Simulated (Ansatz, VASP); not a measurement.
**Cross-check of Rh (Rhodium) between VASP and Ansatz**

One calculation is typed for both programs; each brings its own data sets and cutoff. How far apart do they land?

Main program and level: Ansatz 0.2.0; plane waves, with VASP 6.6.1 beside it; single point at PBE, band structure at PBE, spin-orbit coupling and single point at PBE, spin-orbit coupling.

### Step 1. Starting point

Symmetry: Fm-3m, No. 225, cubic system. Conventional cell: a = 3.803 Å, b = 3.803 Å, c = 3.803 Å, α = 90.00°, β = 90.00°, γ = 90.00°. Nearest to Rh lie 12 Rh at 2.69 Å.

Structure file:

```
Rh
1.0
     0.00000    1.90155    1.90155
     1.90155    0.00000    1.90155
     1.90155    1.90155    0.00000
Rh
1
Direct
  0.00000 0.00000 0.00000
```

### Step 2. VASP: single point, PBE

With cell and atoms fixed, the geometry can't cause a difference; cores, projectors, grids and the points listed under the comparison can.

Lines of VASP's logs that name or quote its potential files are left out, and so is its time.

File INCAR:

```
SYSTEM = Rh
PREC = Accurate
ENCUT = 400
EDIFF = 1E-06
NELM = 100
ISMEAR = -1
SIGMA = 0.05
LREAL = .FALSE.
ALGO = Normal
GGA = PE
NBANDS = 13
LASPH = .TRUE.
LORBIT = 11
LWAVE = .FALSE.
LCHARG = .FALSE.
KPAR = 2
ISIF = 2
```

File POSCAR:

```
Rh
1.0
    0.0000000000      1.9015500000      1.9015500000
    1.9015500000      0.0000000000      1.9015500000
    1.9015500000      1.9015500000      0.0000000000
Rh
1
Direct
    0.0000000000      0.0000000000      0.0000000000
```

File KPOINTS:

```
Automatic mesh
0
Gamma
12 12 12
0 0 0
```

Potentials, in the order of the species: Rh_pv (PBE family, release 64).

Started as:

```
$ mpirun -np 2 vasp_std
```

Numbers of over 12 decimals in the logs are rounded to 6 here.

What it wrote:

```text
[banner, memory and clock lines left out]
running    2 mpi-ranks, on    1 nodes
 distrk:  each k-point on    1 cores,    2 groups
 distr:  one band on    1 cores,    1 groups

 POSCAR found type information on POSCAR Rh
 POSCAR found :  1 types and       1 ions
 LDA part: xc-table for (Slater+PW92), standard interpolation
 POSCAR, INCAR and KPOINTS ok, starting setup
 FFT: planning ... GRIDC
 FFT: planning ... GRID_SOFT
 FFT: planning ... GRID
 WAVECAR not read
 entering main loop
       N       E                     dE             d eps       ncg     rms          rms(c)
DAV:   1     0.100040667297E+03    0.10004E+03   -0.77641E+03  1906   0.102E+03
DAV:   2    -0.652890827539E+01   -0.10657E+03   -0.10140E+03  1992   0.314E+02
DAV:   3    -0.775940196634E+01   -0.12305E+01   -0.12289E+01  2222   0.381E+01
DAV:   4    -0.776540514638E+01   -0.60032E-02   -0.60026E-02  2137   0.270E+00
DAV:   5    -0.776547865651E+01   -0.73510E-04   -0.73506E-04  2310   0.269E-01    0.101E+01
DAV:   6    -0.727553473603E+01    0.48994E+00   -0.82012E-01  2112   0.134E+01    0.365E+00
DAV:   7    -0.726220551878E+01    0.13329E-01   -0.76142E-02  2327   0.226E+00    0.156E+00
DAV:   8    -0.725868189288E+01    0.35236E-02   -0.63443E-03  2072   0.110E+00    0.106E-01
DAV:   9    -0.725850939118E+01    0.17250E-03   -0.31996E-04  2222   0.255E-01    0.139E-02
DAV:  10    -0.725850984149E+01   -0.45031E-06   -0.12831E-05  2207   0.482E-02    0.860E-03
DAV:  11    -0.725850842631E+01    0.14152E-05   -0.69944E-07  1516   0.106E-02    0.283E-04
DAV:  12    -0.725850838259E+01    0.43719E-07   -0.27743E-08  1421   0.225E-03
   1 F= -.72585084E+01 E0= -.72542813E+01  d E =-.845412E-02
```

From OUTCAR (step 2):

```text
ion  position               nearest neighbor table
   1  0.000  0.000  0.000-

  LATTYP: Found a face centered cubic cell.
 ALAT       =     3.8031000000

 Subroutine GETGRP returns: Found 48 space group operations
 (whereof 48 operations were pure point group operations)

The static configuration has the point symmetry O_h .

 Found     72 irreducible k-points:

   k-points           NKPTS =     72   k-points in BZ     NKDIM =     72   number of bands    NBANDS=     13

   dimension x,y,z NGX =    18 NGY =   18 NGZ =   18
   dimension x,y,z NGXF=    36 NGYF=   36 NGZF=   36

   ENCUT  =  400.0 eV  29.40 Ry    5.42 a.u.   4.39  4.39  4.39*2*pi/ulx,y,z

   NELECT =      15.0000    total number of electrons

 k-points in reciprocal lattice and weights: Automatic mesh
   0.00000000  0.00000000  0.00000000       0.001
   0.08333333  0.00000000  0.00000000       0.005
   0.16666667  0.00000000  0.00000000       0.005
   0.25000000  0.00000000  0.00000000       0.005
   0.33333333  0.00000000  0.00000000       0.005
   0.41666667  0.00000000  0.00000000       0.005
   0.50000000  0.00000000  0.00000000       0.002
   0.08333333  0.08333333  0.00000000       0.003
   0.16666667  0.08333333  0.00000000       0.014
[...]
-0.33333333  0.50000000  0.16666667       0.007
  -0.25000000  0.50000000  0.25000000       0.003

 average (electrostatic) potential at core
       1 -70.8057

 E-fermi :  11.9070

 k-point     1 :       0.0000    0.0000    0.0000
  band No.  band energies     occupation
    ...
      5       8.8119      2.00000
      6       8.8119      2.00000
      7       8.8119      2.00000
      8      10.8947      2.00000
      9      10.8947      2.00000
     10      27.8996      0.00000
     11      32.4083      0.00000
     12      33.3573      0.00000
     13      33.3573      0.00000

 k-point     2 :       0.0833    0.0000    0.0000
  band No.  band energies     occupation
    ...
      5       8.6938      2.00000
      6       8.9176      2.00000
      7       8.9176      2.00000
      8      10.8382      2.00000
      9      10.8382      2.00000
     10      28.2931      0.00000
     11      31.9651      0.00000
     12      32.4112      0.00000
     13      33.7623      0.00000

 k-point     3 :       0.1667    0.0000    0.0000
  band No.  band energies     occupation
    ...
      5       8.4845      2.00000
      6       9.1314      2.00000
      7       9.1314      2.00000
      8      10.7905      2.00000
      9      10.7905      2.00000
     10      29.0999      0.00000
     11      29.6249      0.00000
     12      32.4094      0.00000
     13      34.8845      0.00000

  Total        0.3707019      0.3707019      0.3707019     -0.0000000     -0.0000000      0.0000000
  in kB       43.1898959     43.1898959     43.1898959     -0.0000000     -0.0000000      0.0000000
  external PRESSURE =      43.1898959 kB  Pullay stress =       0.0000000 kB

  energy-cutoff  :      400.00
  volume of cell :       13.75
      direct lattice vectors                 reciprocal lattice vectors
     0.000000000  1.901550000  1.901550000    -0.262943388  0.262943388  0.262943388
     1.901550000  0.000000000  1.901550000     0.262943388 -0.262943388  0.262943388
     1.901550000  1.901550000  0.000000000     0.262943388  0.262943388 -0.262943388

 POSITION                                       TOTAL-FORCE (eV/Angst)
 -----------------------------------------------------------------------------------
      0.00000      0.00000      0.00000        -0.000000     -0.000000     -0.000000
 -----------------------------------------------------------------------------------
    total drift:                                0.000000     -0.000000     -0.000000

  FREE ENERGIE OF THE ION-ELECTRON SYSTEM (eV)
  ---------------------------------------------------
  free  energy   TOTEN  =        -7.2585083826 eV

  energy  without entropy=       -7.2500542613  energy(sigma->0) =       -7.25428132

 total charge
# of ion       s       p       d       tot
------------------------------------------
    1        0.415   6.304   7.066  13.785

[... 3 further parts left out ...]
```

This run has no spin polarisation. Its electron count is odd, so without a moment it is a metal by construction. At this level the cell is under a pressure of 4.3 GPa, so at these settings it is away from equilibrium.

### Step 3. Ansatz: single point, PBE

Ansatz runs on its default PAW (the set named soft_2) files.

The same cell, functional, mesh and smearing now go to Ansatz, which takes its cutoff from its data sets.

File input.yaml:

```yaml
crystal:
  lattice:
    - [0.0, 1.90155, 1.90155]
    - [1.90155, 0.0, 1.90155]
    - [1.90155, 1.90155, 0.0]
  atoms:
    - { symbol: Rh, position: [0.0, 0.0, 0.0] }
hamiltonian:
  xc: pbe
  pseudopotentials: { kind: paw }
kpoints:
  mp_grid: { grid: [12, 12, 12] }
scf:
  occupations: { method: fermi_dirac, width: 0.05 }
  n_extra_bands: 4
output:
  forces: true
  stress: true
  eigenvalues: true
```

Started as:

```
$ ansatz run input.yaml --threads 2 --pin off --max-ram 4608MiB --backend cpu --events-out ev --progress --plain --runs-dir out
```

What it wrote:

```text
scf.n_extra_bands = 4 over 9 filled bands (N_el = 17.0): the run solves 13 bands
Engine: ansatz 0.2.0, aarch64-unknown-linux-gnu
Pseudopotentials: kind: paw
Pseudopotential: Rh, paw, valence charge 17, recommended cutoff 420 eV (normal), Rh.paw.azcp
Functional definition: PBE
  parameter kappa = 0.804
  parameter beta = 0.066725
  exchange = pbe_x(kappa = kappa, mu = beta*pi^2/3)
  correlation = pbe_c(beta = beta)
Crystal: 1 atoms, lattice volume = 13.752 Å³
Basis set: ecut = 420 eV, 283 PW (Γ), exchange–correlation on 36×36×36 points (8 copies of the dense FFT grid, shifted against one another)
Bands: 13, of which v1, the nominal top of the filled ones, is band 9 counted from 1 (8 counted from 0)
Symmetry: 48 space group operations
Space group: Fm-3m (ITA 225), of the structure as read, at distance tolerance 2.4e-5 Å
k-points: 72 of 1728
Non-local potential: Rh, projectors of the file, l = 0: 3, l = 1: 2, l = 2: 2, l = 3: 1
PAW form: soft (Blöchl's): semilocal exchange-correlation on the pseudo side does not see the compensation charge
PAW one-centre angular grid: Rh, 590 points (default); XC on 64 Gauss nodes
Initial density: superposition of atomic densities (neutral atoms: chi_scale 0, normalization atom), corrected by the library's trained network
Initial wavefunctions: pseudopotential atomic-orbital guess
Functional: x = pbe(κ = 0.804, μ = 0.219515), c = pbe(β = 0.066725)
SCF iter   1: F=—  HF=-6402.890923 eV  |F-HF|=—  |Δ(HF+E_count)|=         —  Δρ=2.76e-3  dr2=1.79e-4  ethr=1.77e-3  ⟨swp⟩=5.2  Hψ=5239  notcnv=0
preconditioner: auto → none  [metal: Δε(μ)=0.112 eV  Ē_g=13.981 eV  σ=0.050 eV  W_gap=0.49  n_scr=0 (ndim 8)  ℏωp=30.0 eV  f_vac=0.000  D(μ)=0.96/eV (n_scr^D=14)]
SCF iter   2: F=—  HF=-6402.891036 eV  |F-HF|=—  |Δ(HF+E_count)|=   1.13e-4  Δρ=1.41e-3  dr2=4.34e-5  ethr=1.05e-6  ⟨swp⟩=2.6  Hψ=2179  notcnv=0
SCF iter   3: F=—  HF=-6402.891083 eV  |F-HF|=—  |Δ(HF+E_count)|=   4.73e-5  Δρ=1.40e-4  dr2=6.19e-7  ethr=2.55e-7  ⟨swp⟩=2.1  Hψ=1293  notcnv=0
SCF iter   4: F=—  HF=-6402.891083 eV  |F-HF|=—  |Δ(HF+E_count)|=   1.43e-8  Δρ=5.43e-5  dr2=1.34e-7  ethr=3.64e-9  ⟨swp⟩=2.6  Hψ=1447  notcnv=0
SCF iter   5: F=—  HF=-6402.891083 eV  |F-HF|=—  |Δ(HF+E_count)|=   7.52e-8  Δρ=4.55e-5  dr2=2.65e-7  ethr=7.87e-10  ⟨swp⟩=2.0  Hψ=1309  notcnv=0
SCF iter   6: F=-6402.891083 eV  HF=-6402.891083 eV  |F-HF|=1.78e-9  |Δ(HF+E_count)|=   7.67e-8  Δρ=5.21e-6  dr2=2.71e-9  ethr=5.88e-10  ⟨swp⟩=2.6  Hψ=3202  notcnv=0
SCF 1 converged in 6 iterations: F = -6402.891083 eV  dr2 = 2.71e-9
  greatest PAW one-centre occupation: 1.000 electrons in one spin orbital (limit 2), on the Rh atom at site 0 (counted from 0), in its partial waves of l = 0
SCF converged after 6 iterations
Free energy (F): -6402.891083 eV
Harris-Foulkes:  -6402.891083 eV  (|F-HF|=1.78e-9)
Internal energy: -6402.882642 eV  (E = F + TS)
E sigma→0 (E₀):  -6402.886862 eV
Entropy (-TS):   -0.008441 eV (-8.441 meV/atom)
Fermi energy:    22.394007 eV
--- Per-component energies (eV) ---
  E_band       = -85.541515
  E_kinetic    = 573.420476
  E_local      = -1563.096266  (includes V_loc(G=0)·N_el)
  E_nonlocal   = 354.401334
  E_hartree    = 549.725683
  E_xc         = -222.053053
  E_vxc        = -278.783304  (∫ρ·V_xc dr)
  E_paw        = -3586.815906  (= ΣΔE_a)
  E_vpaw       = -270.938067  (= ΣTr[D̂ρ^β])
  E_aug_tail   = 0.000848  (compensation charges beyond the density's cutoff)
  E_ewald      = -2508.465759
  E_smearing   = -0.008441  (= −TS)
  E_closure    = -0.000000  (closes the sum)
  Σ components = -6402.891083   (vs F -6402.891083, Δ=0.00e0)
--- Forces (eV/Å), atoms counted from 1 ---
  atom   1  Rh     0.00000000     0.00000000     0.00000000
  max |Σ_I F_I| component: 3.90e-32 eV/Å
--- Stress (GPa, compression-positive) ---
        5.581028       0.000000       0.000000
       -0.000000       5.581028      -0.000000
        0.000000       0.000000       5.581028
  P = ⅓ Tr σ = 5.5810 GPa (55.810 kbar)
--- Band table (eV; the first three rows and the last of 72) ---
  k-point 0: bands = [... 5 lower, 19.2947, 19.2947, 19.2947, 21.3778, 21.3778, 38.1895, 43.5208, 43.5208]
  k-point 1: bands = [... 5 lower, 19.1770, 19.4007, 19.4007, 21.3215, 21.3215, 38.5776, 42.2145, 43.9230]
  k-point 2: bands = [... 5 lower, 18.9682, 19.6150, 19.6150, 21.2750, 21.2750, 39.3981, 39.9398, 45.0399]
  k-point 71: bands = [... 5 lower, 18.5760, 18.5760, 21.1689, 23.3629, 32.0023, 32.0023, 33.6112, 35.0236]
```

It took 0.5 s on 2 threads of Arm Neoverse V1, shared host; peak memory 0.31 GiB; 0.88 s of CPU time.

The run ends at a pressure of 5.58 GPa.

### Step 4. Comparison

Known differences besides the potentials themselves: the data sets hold 17 valence electrons in Ansatz (default PAW (the set named soft_2) files) and 15 in VASP; the cutoff is 420 eV in Ansatz and 400 eV in VASP. Total energies have different zeros and are not compared.

Compared:

| quantity | Ansatz | VASP | difference |
| --- | --- | --- | --- |
| pressure (GPa) | 5.58 | 4.32 | +1.26 |
| pressure without Ansatz's Pulay correction (GPa) | 5.46 | 4.32 | +1.15 |

Ansatz's pressure holds a Pulay correction of 0.12 GPa; VASP's holds none.

### Step 5. What the set-up changes

Further runs change the set-up of one program: Ansatz's method, potentials or start, or VASP's data sets, cutoff or form of LDA. The table gives Ansatz less VASP for each quantity, since a change that brings one quantity closer may part another.

| run | pressure (GPa) | pressure without Ansatz's Pulay correction (GPa) |
| --- | --- | --- |
| as above | 1.3 | 1.1 |
| Ansatz's all-electron LAPW method | 1.2 |  |
| Ansatz's larger PAW set (cutoff 640 eV) | 1.3 |  |
| norm-conserving potentials (cutoff 1197 eV) | 1.3 | 1.2 |

### Step 6. Ansatz: band structure, PBE, spin-orbit coupling

A single point gives forces, pressure and levels at one fixed geometry, so differences don't come from the geometry; what else differs is listed under the comparison.

File input.yaml:

```yaml
crystal:
  lattice:
    - [0.0, 1.90155, 1.90155]
    - [1.90155, 0.0, 1.90155]
    - [1.90155, 1.90155, 0.0]
  atoms:
    - { symbol: Rh, position: [0.0, 0.0, 0.0] }
hamiltonian:
  xc: pbe
  pseudopotentials: { kind: paw_fr }
magnetization:
  noncollinear: true
  spin_orbit: true
kpoints:
  mp_grid: { grid: [15, 15, 15] }
  band_path:
    path:
      - [0.0, 0.0, 0.0]
      - [0.16667, 0.0, 0.16667]
      - [0.33333, 0.0, 0.33333]
      - [0.5, 0.0, 0.5]
      - [0.5, 0.08333, 0.58333]
      - [0.5, 0.18333, 0.68333]
      - [0.5, 0.25, 0.75]
      - [0.45, 0.3, 0.75]
      - [0.40833, 0.34167, 0.75]
      - [0.35, 0.35, 0.7]
      - [0.225, 0.225, 0.45]
      - [0.075, 0.075, 0.15]
      - [0.03333, 0.03333, 0.03333]
      - [0.23333, 0.23333, 0.23333]
      - [0.4, 0.4, 0.4]
      - [0.51667, 0.46667, 0.51667]
      - [0.55833, 0.38333, 0.55833]
      - [0.60833, 0.28333, 0.60833]
      - [0.60833, 0.25, 0.64167]
      - [0.55833, 0.25, 0.69167]
      - [0.51667, 0.25, 0.73333]
      - [0.5, 0.3, 0.7]
      - [0.5, 0.38333, 0.61667]
      - [0.5, 0.48333, 0.51667]
      - [0.475, 0.475, 0.55]
      - [0.425, 0.425, 0.65]
      - [0.38333, 0.38333, 0.73333]
      - [0.59167, 0.18333, 0.59167]
      - [0.55, 0.1, 0.55]
      - [0.5, 0.0, 0.5]
    npoints: 1
scf:
  occupations: { method: fermi_dirac, width: 0.05 }
  n_extra_bands: 12
output:
  forces: true
  stress: true
  eigenvalues: true
```

What it wrote:

```text
[...]
non-collinear run that drives no moment, with spin-orbit: no starting moment large enough to seed its density (crystal.atoms[].spin), no starting occupations that ask for one, no magnetisation constraint and no magnetic field, so the semilocal B_xc is pinned to zero
Crystal: 1 atoms, lattice volume = 13.752 Å³
[...]
k-point 1: bands = [... 13 lower, 19.2709, 19.5036, 19.5036, 21.3666, 21.3666, 21.3859, 21.3859, 38.4439, ... 8 higher]
  k-point 2: bands = [... 13 lower, 19.4128, 19.6676, 19.6676, 21.2710, 21.2710, 21.3502, 21.3502, 39.0829, ... 8 higher]
  k-point 119: bands = [... 13 lower, 18.8625, 21.2196, 21.2196, 23.3070, 23.3070, 31.5279, 31.5279, 31.8646, ... 8 higher]
[key lines of the parts left out:]
SCF converged after 6 iterations
Magnetization: |M| = 0.0000 μB,  M = (+0.0000, +0.0000, +0.0000) μB
Free energy (F): -6404.701788 eV
Fermi energy:    22.413926 eV
P = ⅓ Tr σ = 5.9484 GPa (59.484 kbar)
```

It took 6.1 s on 2 threads; peak memory 0.43 GiB; 12 s of CPU time.

### Step 7. VASP: band structure, PBE, spin-orbit coupling

The same cell, functional, mesh and smearing now go to VASP, with its own data sets and cutoff.

Edit INCAR of step 2 so:

```diff
@@ -10,4 +10,9 @@
 GGA = PE
-NBANDS = 13
+LNONCOLLINEAR = .TRUE.
+MAGMOM = 0 0 0
+NBANDS = 26
+GGA_COMPAT = .FALSE.
 LASPH = .TRUE.
+LSORBIT = .TRUE.
+LMAXMIX = 4
 LORBIT = 11
@@ -16,2 +21 @@
 KPAR = 2
-ISIF = 2
```

POSCAR is that of step 2.

File KPOINTS:

```
Automatic mesh
0
Gamma
15 15 15
0 0 0
```

File KPOINTS_OPT:

```
Line mode
16
Line-mode
Reciprocal
  0.00000000   0.00000000   0.00000000 GAMMA
  0.50000000   0.00000000   0.50000000 X

  0.50000000   0.00000000   0.50000000 X
  0.50000000   0.25000000   0.75000000 W

  0.50000000   0.25000000   0.75000000 W
  0.37500000   0.37500000   0.75000000 K

  0.37500000   0.37500000   0.75000000 K
  0.00000000   0.00000000   0.00000000 GAMMA

  0.00000000   0.00000000   0.00000000 GAMMA
  0.50000000   0.50000000   0.50000000 L

  0.50000000   0.50000000   0.50000000 L
  0.62500000   0.25000000   0.62500000 U

  0.62500000   0.25000000   0.62500000 U
  0.50000000   0.25000000   0.75000000 W

  0.50000000   0.25000000   0.75000000 W
  0.50000000   0.50000000   0.50000000 L

  0.50000000   0.50000000   0.50000000 L
  0.37500000   0.37500000   0.75000000 K

  0.62500000   0.25000000   0.62500000 U
  0.50000000   0.00000000   0.50000000 X
```

Started as:

```
$ mpirun -np 2 vasp_ncl
```

What it wrote:

```text
[... set-up lines as in an earlier step ...]
 entering main loop
       N       E                     dE             d eps       ncg     rms          rms(c)
DAV:   1     0.144162915867E+03    0.14416E+03   -0.75413E+03  6296   0.110E+03
DAV:   2    -0.431028425216E+01   -0.14847E+03   -0.14228E+03  6496   0.374E+02
DAV:   3    -0.789135242700E+01   -0.35811E+01   -0.35608E+01  7090   0.650E+01
DAV:   4    -0.791376152424E+01   -0.22409E-01   -0.22404E-01  7180   0.517E+00
[...]
DAV:  10    -0.741214883721E+01    0.29597E-04   -0.37364E-05  7066   0.891E-02    0.840E-03
DAV:  11    -0.741215042856E+01   -0.15913E-05   -0.14270E-06  6954   0.122E-02    0.152E-03
DAV:  12    -0.741215046331E+01   -0.34749E-07   -0.11030E-07  4266   0.460E-03
   1 F= -.74121505E+01 E0= -.74066871E+01  d E =-.109266E-01  mag=     0.0000    -0.0000     0.0000
 Start KPOINTS_OPT (optional k-point list driver)
k-point batch [1-120\160]
       N       E                     dE             ncg
DAV:   1     0.283178506261E+04   -0.60172E+05     6360
DAV:   2    -0.150632215850E+05   -0.17895E+05     6586
DAV:   3    -0.154942051656E+05   -0.43098E+03     7054
DAV:   4    -0.154970390623E+05   -0.28339E+01     7388
DAV:   5    -0.154970753733E+05   -0.36311E-01     7166
DAV:   6    -0.154970759326E+05   -0.55926E-03     7132
DAV:   7    -0.154970759414E+05   -0.87939E-05     5736
DAV:   8    -0.154970759416E+05   -0.27279E-06     4736
k-point batch [121-160\160]
       N       E                     dE             ncg
DAV:   1     0.419202902506E+05   -0.25003E+05     2128
DAV:   2     0.361154096304E+05   -0.58049E+04     2224
DAV:   3     0.359752360474E+05   -0.14017E+03     2202
DAV:   4     0.359743182305E+05   -0.91782E+00     2476
DAV:   5     0.359743053378E+05   -0.12893E-01     2488
DAV:   6     0.359743050688E+05   -0.26899E-03     2408
DAV:   7     0.359743050637E+05   -0.50486E-05     2050
DAV:   8     0.359743050636E+05   -0.15525E-06     1552
```

Parts of OUTCAR (step 7):

```text
  Total        0.4125932      0.4125932      0.4125932      0.0000000     -0.0000000      0.0000000
  in kB       48.0705812     48.0705812     48.0705812      0.0000000     -0.0000000      0.0000000
  external PRESSURE =      48.0705812 kB  Pullay stress =       0.0000000 kB

 POSITION                                       TOTAL-FORCE (eV/Angst)
 -----------------------------------------------------------------------------------
      0.00000      0.00000      0.00000         0.000000      0.000000     -0.000000
 -----------------------------------------------------------------------------------
    total drift:                                0.000000     -0.000000      0.000000

  FREE ENERGIE OF THE ION-ELECTRON SYSTEM (eV)
  ---------------------------------------------------
  free  energy   TOTEN  =        -7.4121504633 eV

  energy  without entropy=       -7.4012238304  energy(sigma->0) =       -7.40668715

 magnetization (x)
# of ion       s       p       d       tot
------------------------------------------
    1        0.000  -0.000  -0.000  -0.000

 magnetization (y)
# of ion       s       p       d       tot
------------------------------------------
    1        0.000  -0.000  -0.000  -0.000

 magnetization (z)
# of ion       s       p       d       tot
------------------------------------------
    1        0.000  -0.000  -0.000  -0.000

[... 1 part as in an earlier step ...]

[... 2 further parts left out ...]
[key lines of the parts left out:]
E-fermi :  11.9191
```

At this level the cell is under a pressure of 4.8 GPa, so at these settings it is away from equilibrium.

[end of part 1 of 2]

[Lines on the potential files, build, host, timing and source positions are cut from VASP's logs without a mark.]

[Logs are printed without paths, hosts, clocks, repeated set-up lines and the standing remarks that a program may print on its own settings, such as how far it seeks lower states.]

[Hosts, paths, dates, database ids (printed as entryN), source tags and the programs' standing remarks are cut or masked in the printed files.]
